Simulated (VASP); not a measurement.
All values below come from PBE GGA, VASP's PBE PAW potentials (set 64) (plane waves; VASP).

Input for VASP

File KPOINTS:
```
Automatic
0
G
 1 1 1
0 0 0
```

### INCAR
```
! general
SYSTEM   =  Ga32NP31
PREC     =  Normal
ENCUT    =  400   ! plane-wave cut-off (eV)
LREAL    =  Auto   ! projection in real space or not
LASPH    =  .TRUE.
ISYM     =  0

! electronic loop
EDIFF    =  1E-5   ! SCF stop (eV)
NELM     =  100   ! most electronic steps
NELMIN   =  4
ALGO     =  Fast   ! Davidson, then RMM-DIIS
LMAXMIX  =  4   ! l cut-off of mixed one-centre charges

! smearing
ISMEAR   =  0   ! Gaussian
SIGMA    =  0.05   ! width (eV)

! functional
GGA      =  PE

! ions
IBRION   =  2   ! conjugate gradients
NSW      =  60
ISIF     =  2
EDIFFG   =  -0.03

! output
LWAVE    =  .TRUE.
LCHARG   =  .FALSE.
```

POSCAR:
```
Ga32NP31
1
   11.0671092084     0.0000000000     0.0000000000
    0.0000000000    11.0671092084     0.0000000000
   -0.0000000000    -0.0000000000    11.0671092084
Ga P N
32 31 1
Direct
  0.5000000000   0.0000000000   0.0000000000
  0.7500000000   0.2500000000   0.0000000000
  0.7500000000   0.0000000000   0.2500000000
  0.0000000000   0.0000000000   0.0000000000
  0.2500000000   0.2500000000   0.0000000000
  0.5000000000   0.5000000000   0.0000000000
  0.7500000000   0.7500000000   0.0000000000
  0.2500000000   0.0000000000   0.2500000000
  0.4954900000   0.2536190000   0.2486620000
  0.7495180000   0.5037470000   0.2513050000
  0.5000000000   0.0000000000   0.5000000000
  0.7502460000   0.2476600000   0.4956740000
  0.7500000000   0.0000000000   0.7500000000
  0.0000000000   0.5000000000   0.0000000000
  0.2500000000   0.7500000000   0.0000000000
  0.0000000000   0.2500000000   0.2500000000
  0.2500000000   0.5000000000   0.2500000000
  0.5000000000   0.7500000000   0.2500000000
  0.0000000000   0.0000000000   0.5000000000
  0.2500000000   0.2500000000   0.5000000000
  0.4961940000   0.5008030000   0.5020830000
  0.7500000000   0.7500000000   0.5000000000
  0.2500000000   0.0000000000   0.7500000000
  0.5000000000   0.2500000000   0.7500000000
  0.7500000000   0.5000000000   0.7500000000
  0.0000000000   0.7500000000   0.2500000000
  0.0000000000   0.5000000000   0.5000000000
  0.2500000000   0.7500000000   0.5000000000
  0.0000000000   0.2500000000   0.7500000000
  0.2500000000   0.5000000000   0.7500000000
  0.5000000000   0.7500000000   0.7500000000
  0.0000000000   0.7500000000   0.7500000000
  0.6250000000   0.1250000000   0.1250000000
  0.8750000000   0.3750000000   0.1250000000
  0.8750000000   0.1250000000   0.3750000000
  0.1250000000   0.1250000000   0.1250000000
  0.3750000000   0.3750000000   0.1250000000
  0.6250000000   0.6250000000   0.1250000000
  0.8750000000   0.8750000000   0.1250000000
  0.3750000000   0.1250000000   0.3750000000
  0.8750000000   0.6250000000   0.3750000000
  0.6250000000   0.1250000000   0.6250000000
  0.8750000000   0.3750000000   0.6250000000
  0.8750000000   0.1250000000   0.8750000000
  0.1250000000   0.6250000000   0.1250000000
  0.3750000000   0.8750000000   0.1250000000
  0.1250000000   0.3750000000   0.3750000000
  0.3750000000   0.6250000000   0.3750000000
  0.6250000000   0.8750000000   0.3750000000
  0.1250000000   0.1250000000   0.6250000000
  0.3750000000   0.3750000000   0.6250000000
  0.6250000000   0.6250000000   0.6250000000
  0.8750000000   0.8750000000   0.6250000000
  0.3750000000   0.1250000000   0.8750000000
  0.6250000000   0.3750000000   0.8750000000
  0.8750000000   0.6250000000   0.8750000000
  0.1250000000   0.8750000000   0.3750000000
  0.1250000000   0.6250000000   0.6250000000
  0.3750000000   0.8750000000   0.6250000000
  0.1250000000   0.3750000000   0.8750000000
  0.3750000000   0.6250000000   0.8750000000
  0.6250000000   0.8750000000   0.8750000000
  0.1250000000   0.8750000000   0.8750000000
  0.6289180000   0.3740870000   0.3747110000
```

POTCAR, in this order: Ga P N (PBE.64 set). Program: vasp_gam.

What VASP printed:

OUTCAR:
```
 ion  position               nearest neighbor table
   1  0.500  0.000  0.000-  33 2.40  46 2.40  54 2.40  62 2.40
   2  0.750  0.250  0.000-  33 2.40  34 2.40  44 2.40  55 2.40
   3  0.750  0.000  0.250-  33 2.40  35 2.40  39 2.40  49 2.40
   4  0.000  0.000  0.000-  36 2.40  39 2.40  44 2.40  63 2.40
   5  0.250  0.250  0.000-  36 2.40  37 2.40  54 2.40  60 2.40
   6  0.500  0.500  0.000-  37 2.40  38 2.40  55 2.40  61 2.40
   7  0.750  0.750  0.000-  38 2.40  39 2.40  56 2.40  62 2.40
   8  0.250  0.000  0.250-  36 2.40  40 2.40  46 2.40  57 2.40
   9  0.495  0.254  0.249-  37 2.34  40 2.40  64 2.43  33 2.44
  10  0.750  0.504  0.251-  41 2.37  38 2.38  64 2.39  34 2.43
  11  0.500  0.000  0.500-  40 2.40  42 2.40  49 2.40  59 2.40
  12  0.750  0.248  0.496-  35 2.35  64 2.36  42 2.41  43 2.44
  13  0.750  0.000  0.750-  42 2.40  44 2.40  53 2.40  62 2.40
  14  0.000  0.500  0.000-  34 2.40  45 2.40  56 2.40  60 2.40
  15  0.250  0.750  0.000-  45 2.40  46 2.40  61 2.40  63 2.40
  16  0.000  0.250  0.250-  34 2.40  35 2.40  36 2.40  47 2.40
  17  0.250  0.500  0.250-  37 2.40  45 2.40  47 2.40  48 2.40
  18  0.500  0.750  0.250-  38 2.40  46 2.40  48 2.40  49 2.40
  19  0.000  0.000  0.500-  35 2.40  50 2.40  53 2.40  57 2.40
  20  0.250  0.250  0.500-  40 2.40  47 2.40  50 2.40  51 2.40
  21  0.496  0.501  0.502-  51 2.36  48 2.38  52 2.40  64 2.47
  22  0.750  0.750  0.500-  41 2.40  49 2.40  52 2.40  53 2.40
  23  0.250  0.000  0.750-  50 2.40  54 2.40  59 2.40  63 2.40
  24  0.500  0.250  0.750-  42 2.40  51 2.40  54 2.40  55 2.40
...
```

**OSZICAR**
```
...
RMM:   8    -0.287685170481E+03    0.49343E-06   -0.11240E-04   303   0.188E-02    0.101E-02
RMM:   9    -0.287685173829E+03   -0.33481E-05   -0.30814E-05   227   0.957E-03
   2 F= -.28768517E+03 E0= -.28768517E+03  d E =-.731531E+00
       N       E                     dE             d eps       ncg     rms          rms(c)
DAV:   1    -0.288069567395E+03   -0.38440E+00   -0.13717E+01   340   0.686E+00    0.198E+00
RMM:   2    -0.288149669570E+03   -0.80102E-01   -0.16462E+00   325   0.227E+00    0.110E+00
RMM:   3    -0.288141398724E+03    0.82708E-02   -0.23421E-01   337   0.884E-01    0.698E-01
RMM:   4    -0.288133754080E+03    0.76446E-02   -0.84909E-02   325   0.473E-01    0.296E-01
RMM:   5    -0.288132629690E+03    0.11244E-02   -0.21599E-02   343   0.214E-01    0.140E-01
RMM:   6    -0.288133009135E+03   -0.37944E-03   -0.37710E-03   336   0.999E-02    0.895E-02
RMM:   7    -0.288133023960E+03   -0.14825E-04   -0.14149E-03   327   0.613E-02    0.371E-02
RMM:   8    -0.288133011640E+03    0.12320E-04   -0.25572E-04   329   0.293E-02    0.118E-02
RMM:   9    -0.288133025081E+03   -0.13441E-04   -0.12112E-04   262   0.161E-02    0.168E-02
RMM:  10    -0.288133016205E+03    0.88752E-05   -0.46848E-05   225   0.101E-02
   3 F= -.28813302E+03 E0= -.28813302E+03  d E =-.117937E+01
       N       E                     dE             d eps       ncg     rms          rms(c)
DAV:   1    -0.288296366785E+03   -0.16334E+00   -0.10717E+01   338   0.608E+00    0.171E+00
RMM:   2    -0.288365720129E+03   -0.69353E-01   -0.86319E-01   322   0.194E+00    0.581E-01
RMM:   3    -0.288374368857E+03   -0.86487E-02   -0.14292E-01   333   0.820E-01    0.482E-01
RMM:   4    -0.288372499286E+03    0.18696E-02   -0.20332E-02   326   0.345E-01    0.284E-01
RMM:   5    -0.288372132182E+03    0.36710E-03   -0.53085E-03   327   0.159E-01    0.152E-01
RMM:   6    -0.288372238709E+03   -0.10653E-03   -0.26727E-03   330   0.934E-02    0.438E-02
RMM:   7    -0.288372258918E+03   -0.20209E-04   -0.13325E-03   322   0.591E-02    0.475E-02
RMM:   8    -0.288372206966E+03    0.51952E-04   -0.26689E-04   331   0.303E-02    0.148E-02
RMM:   9    -0.288372204599E+03    0.23676E-05   -0.56555E-05   266   0.137E-02
   4 F= -.28837220E+03 E0= -.28837220E+03  d E =-.239188E+00
       N       E                     dE             d eps       ncg     rms          rms(c)
DAV:   1    -0.288381936667E+03   -0.97297E-02   -0.14283E+00   356   0.221E+00    0.614E-01
RMM:   2    -0.288391089155E+03   -0.91525E-02   -0.11434E-01   322   0.708E-01    0.220E-01
RMM:   3    -0.288392136665E+03   -0.10475E-02   -0.18680E-02   334   0.297E-01    0.169E-01
RMM:   4    -0.288391909599E+03    0.22707E-03   -0.26365E-03   324   0.124E-01    0.967E-02
RMM:   5    -0.288391865453E+03    0.44146E-04   -0.73803E-04   330   0.582E-02    0.490E-02
RMM:   6    -0.288391881046E+03   -0.15593E-04   -0.29815E-04   327   0.317E-02    0.163E-02
RMM:   7    -0.288391884366E+03   -0.33198E-05   -0.15354E-04   311   0.199E-02    0.139E-02
RMM:   8    -0.288391878068E+03    0.62980E-05   -0.27885E-05   226   0.103E-02
   5 F= -.28839188E+03 E0= -.28839188E+03  d E =-.258862E+00
       N       E                     dE             d eps       ncg     rms          rms(c)
DAV:   1    -0.288459445120E+03   -0.67561E-01   -0.37099E+00   322   0.362E+00    0.111E+00
RMM:   2    -0.288480782518E+03   -0.21337E-01   -0.27226E-01   322   0.112E+00    0.312E-01
RMM:   3    -0.288484023791E+03   -0.32413E-02   -0.45961E-02   336   0.469E-01    0.240E-01
RMM:   4    -0.288483795508E+03    0.22828E-03   -0.62247E-03   328   0.190E-01    0.162E-01
RMM:   5    -0.288483730557E+03    0.64951E-04   -0.30314E-03   323   0.104E-01    0.439E-02
RMM:   6    -0.288483705517E+03    0.25040E-04   -0.49457E-04   331   0.494E-02    0.338E-02
RMM:   7    -0.288483739688E+03   -0.34171E-04   -0.47487E-04   322   0.323E-02    0.241E-02
RMM:   8    -0.288483714539E+03    0.25150E-04   -0.16303E-04   312   0.208E-02    0.906E-03
RMM:   9    -0.288483716907E+03   -0.23686E-05   -0.28027E-05   217   0.973E-03
   6 F= -.28848372E+03 E0= -.28848372E+03  d E =-.918388E-01
       N       E                     dE             d eps       ncg     rms          rms(c)
DAV:   1    -0.288486148563E+03   -0.24340E-02   -0.28651E-01   356   0.101E+00    0.303E-01
RMM:   2    -0.288487839116E+03   -0.16906E-02   -0.21583E-02   322   0.314E-01    0.876E-02
RMM:   3    -0.288488096684E+03   -0.25757E-03   -0.36185E-03   334   0.132E-01    0.646E-02
RMM:   4    -0.288488081373E+03    0.15312E-04   -0.50789E-04   329   0.540E-02    0.437E-02
RMM:   5    -0.288488076261E+03    0.51112E-05   -0.22351E-04   323   0.289E-02    0.116E-02
RMM:   6    -0.288488075188E+03    0.10732E-05   -0.38153E-05   251   0.138E-02
   7 F= -.28848808E+03 E0= -.28848808E+03  d E =-.961971E-01
       N       E                     dE             d eps       ncg     rms          rms(c)
DAV:   1    -0.288498312187E+03   -0.10236E-01   -0.33507E-01   356   0.115E+00    0.382E-01
RMM:   2    -0.288500349397E+03   -0.20372E-02   -0.30116E-02   322   0.360E-01    0.114E-01
RMM:   3    -0.288500836262E+03   -0.48687E-03   -0.65067E-03   354   0.153E-01    0.861E-02
RMM:   4    -0.288500739574E+03    0.96689E-04   -0.60546E-04   322   0.571E-02    0.448E-02
RMM:   5    -0.288500750519E+03   -0.10945E-04   -0.44569E-04   322   0.364E-02    0.200E-02
RMM:   6    -0.288500735955E+03    0.14564E-04   -0.56316E-05   288   0.168E-02    0.123E-02
RMM:   7    -0.288500736325E+03   -0.36974E-06   -0.76896E-05   273   0.117E-02
   8 F= -.28850074E+03 E0= -.28850074E+03  d E =-.126611E-01
       N       E                     dE             d eps       ncg     rms          rms(c)
DAV:   1    -0.288501154279E+03   -0.41832E-03   -0.16530E-02   372   0.252E-01    0.839E-02
RMM:   2    -0.288501240608E+03   -0.86329E-04   -0.13574E-03   322   0.767E-02    0.258E-02
RMM:   3    -0.288501265643E+03   -0.25035E-04   -0.32869E-04   354   0.334E-02    0.185E-02
RMM:   4    -0.288501261644E+03    0.39990E-05   -0.29932E-05   211   0.126E-02
   9 F= -.28850126E+03 E0= -.28850126E+03  d E =-.131865E-01
       N       E                     dE             d eps       ncg     rms          rms(c)
DAV:   1    -0.288503141785E+03   -0.18761E-02   -0.20501E-01   340   0.840E-01    0.253E-01
RMM:   2    -0.288504302105E+03   -0.11603E-02   -0.14043E-02   322   0.255E-01    0.652E-02
RMM:   3    -0.288504490909E+03   -0.18880E-03   -0.24130E-03   335   0.111E-01    0.583E-02
RMM:   4    -0.288504478034E+03    0.12876E-04   -0.33221E-04   331   0.451E-02    0.410E-02
RMM:   5    -0.288504468594E+03    0.94391E-05   -0.16632E-04   319   0.239E-02    0.848E-03
RMM:   6    -0.288504469212E+03   -0.61725E-06   -0.28082E-05   221   0.117E-02
  10 F= -.28850447E+03 E0= -.28850447E+03  d E =-.320757E-02
       N       E                     dE             d eps       ncg     rms          rms(c)
DAV:   1    -0.288504491672E+03   -0.23077E-04   -0.58682E-03   380   0.143E-01    0.415E-02
RMM:   2    -0.288504529930E+03   -0.38259E-04   -0.44226E-04   322   0.451E-02    0.116E-02
RMM:   3    -0.288504534482E+03   -0.45514E-05   -0.67620E-05   293   0.191E-02    0.116E-02
RMM:   4    -0.288504533967E+03    0.51452E-06   -0.10280E-05   192   0.792E-03
  11 F= -.28850453E+03 E0= -.28850453E+03  d E =-.327232E-02
       N       E                     dE             d eps       ncg     rms          rms(c)
DAV:   1    -0.288505211191E+03   -0.67671E-03   -0.33235E-02   356   0.339E-01    0.109E-01
RMM:   2    -0.288505399313E+03   -0.18812E-03   -0.25743E-03   322   0.108E-01    0.323E-02
RMM:   3    -0.288505445821E+03   -0.46508E-04   -0.57400E-04   348   0.474E-02    0.279E-02
RMM:   4    -0.288505440989E+03    0.48324E-05   -0.54800E-05   280   0.181E-02
  12 F= -.28850544E+03 E0= -.28850544E+03  d E =-.907022E-03
```

### OUTCAR
```
------------------------ aborting loop because EDIFF is reached ----------------------------------------
  FORCE on cell =-STRESS in cart. coord.  units (eV):
  Direction    XX          YY          ZZ          XY          YZ          ZX
  --------------------------------------------------------------------------------------
  Total       -8.7379030     -8.7449130     -8.7580041      0.0552238     -0.0617947      0.0526912
  in kB      -10.3279759    -10.3362615    -10.3517349      0.0652731     -0.0730398      0.0622797
  external PRESSURE =     -10.3386574 kB  Pullay stress =       0.0000000 kB
  volume of cell :     1355.51
      direct lattice vectors                 reciprocal lattice vectors
    11.067109208  0.000000000  0.000000000     0.090357832  0.000000000  0.000000000
     0.000000000 11.067109208  0.000000000     0.000000000  0.090357832  0.000000000
     0.000000000  0.000000000 11.067109208     0.000000000  0.000000000  0.090357832
  FREE ENERGIE OF THE ION-ELECTRON SYSTEM (eV)
  ---------------------------------------------------
  free  energy   TOTEN  =      -288.5054409890 eV

  energy  without entropy=     -288.5054409890  energy(sigma->0) =     -288.50544099

 reached required accuracy - stopping structural energy minimisation
```
(Selected blocks of OUTCAR.)

File CONTCAR:
```
Ga32NP31
   1.00000000000000
    11.0671092083999998    0.0000000000000000    0.0000000000000000
     0.0000000000000000   11.0671092083999998    0.0000000000000000
     0.0000000000000000    0.0000000000000000   11.0671092083999998
  Ga              P               N
    32    31     1
Direct
     0.4999803225221073    0.0023616269231637    0.0023428153272077
     0.7498080964723707    0.2503115899115205    0.0012902883605209
     0.7496512235843114    0.0010781151308966    0.2497556206752923
     0.0000974328028030    0.9998807869055232    0.9997883885353112
     0.2521162620504993    0.2502048277647314    0.0018210096278109
     0.5002011404359122    0.5000752424198330    0.0010083432324595
     0.7498993148460081    0.7477825925555686    0.0018072651427988
     0.2520664141457779    0.0022897792300155    0.2501034122275030
     0.5151101901598623    0.2656617526900891    0.2650554671112373
     0.7346922829541764    0.4850130949751077    0.2653448780818821
     0.5001327926392288    0.0014455136061442    0.4997498943071575
     0.7345118945694199    0.2653565066705561    0.4842894142223537
     0.7499873806077776    0.0023542693060997    0.7479751859562426
     0.9975491082467735    0.5000424462944438    0.0023078990229485
     0.2498785870890845    0.7501723301235880    0.9999721859894314
     0.9989522039208197    0.2501588474474036    0.2497836719876293
     0.2508231643517547    0.4999751066783091    0.2500972971789277
     0.5000983801459101    0.7489219780160529    0.2501196475984022
     0.9975805852677128    0.0022950760293136    0.4999184315621925
     0.2509995307806567    0.2499098590915127    0.4998590598410222
     0.5150278387356572    0.4848227156046016    0.4848971167510425
     0.7497749150940962    0.7489977484749699    0.4999342431070066
     0.2498962906948073    0.9998700326368752    0.7500175852002333
     0.5002762950409427    0.2500691069101211    0.7489031700874983
     0.7498378678808550    0.4996898660325454    0.7487481281986825
     0.9977691322122213    0.7482047086452925    0.2501804925875547
     0.9986709062825373    0.4997582936614593    0.5000135342788353
     0.2520964811665463    0.7477799501861221    0.4999009053237431
     0.9977142841076334    0.2500392276990704    0.7478318828361372
     0.2520129290036113    0.4998588221565894    0.7480554252626970
     0.5001629666268302    0.7482242873336958    0.7478125267960406
     0.0000512392996185    0.7500902257042258    0.7501091622425045
     0.6245492240973884    0.1301879366771534    0.1299779781977069
     0.8699203635476384    0.3754700927900498    0.1300798908322758
     0.8699871253650148    0.1299250095050343    0.3748418005411314
     0.1251308134985953    0.1254583325450055    0.1251129608802120
     0.3797035705607290    0.3750464572918497    0.1296829851605911
     0.6252346824820880    0.6202071348514966    0.1298409404619586
     0.8744809450445041    0.8749067804913221    0.1251131466141270
     0.3799383335021035    0.1301139472992464    0.3746630729327725
     0.8701192342605881    0.6202246251508874    0.3749091650953731
     0.6253446402138776    0.1300452745084789    0.6199296082121887
     0.8698656236608593    0.3745665856989311    0.6199007730576009
     0.8746126425607545    0.1255185776690389    0.8751008846930752
     0.1246939107970425    0.6248048020431649    0.1254602439370216
     0.3753371937480386    0.8751658470137044    0.1255220214027226
     0.1248638669548000    0.3748706538497057    0.3750230547075070
     0.3798196271253924    0.6200316325161169    0.3750956083015710
     0.6249688802476909    0.8750305743959040    0.3749394934242516
     0.1248113103018704    0.1253826848316581    0.6246579148170316
     0.3797812569420139    0.3749430907748750    0.6201645952660082
     0.6247602992097243    0.6201587918539078    0.6201597191072876
     0.8744832552686883    0.8751491767928263    0.6247250462369474
     0.3754692611409268    0.1254085532108666    0.8749442620878100
     0.6250224317672953    0.3749828755449768    0.8749864384496576
     0.8745204892926872    0.6244555731485264    0.8748789228972419
     0.1250437221825902    0.8751968790808690    0.3751534900209922
     0.1250918506425752    0.6245424643215053    0.6246683786597027
     0.3753646144071805    0.8749856627829512    0.6244419386610431
     0.1246685437483132    0.3750639834176404    0.8749714521052606
     0.3754644067018150    0.6248092914531099    0.8747717201523265
     0.6250648654069391    0.8753251335360184    0.8750576711358776
     0.1250231417429343    0.8749579055150888    0.8749629544760911
     0.6247984198390140    0.3752833426226506    0.3749025188143301
```

At this cut-off the stress carries a Pulay error, which pulls relaxed volumes low. The supercell is sampled at Γ alone, which is coarse: total energies, pressure and levels can be off, energies of defects by several tenths of an eV.

The cell is a supercell with a defect, built from GaP (zinc blende): N_P. The run is not spin-polarised, so no state with unpaired spins was tried.
